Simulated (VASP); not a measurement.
Here is the system:

```xyz
1
Lattice="-1.7699 1.7699 1.7699 1.7699 -1.7699 1.7699 1.7699 1.7699 -1.7699" Properties=species:S:1:pos:R:3 pbc="T T T"
Li     0.0000     0.0000     0.0000
```

All values below come from RPBE GGA, VASP's PBE PAW potentials (set 64) (plane waves; VASP 6.6.1). Settings: 520 eV cut-off, 15×15×15 Γ-centred mesh, first-order Methfessel-Paxton smearing of 0.10 eV, potentials Li_sv.

The job: Li (bcc), 1 atom, RPBE, static run, 520 eV, 15×15×15 Γ-centred mesh. Roughly how much core time does it take on a busy server core?

About 30 core-seconds (one run on a shared machine, a rough figure). It had 120 irreducible k-points, 5 bands, up to 610 plane waves and 12 electronic steps.

The compound is Li in the bcc structure. This cell is one point of a volume scan, at 1.06 of the reference volume.
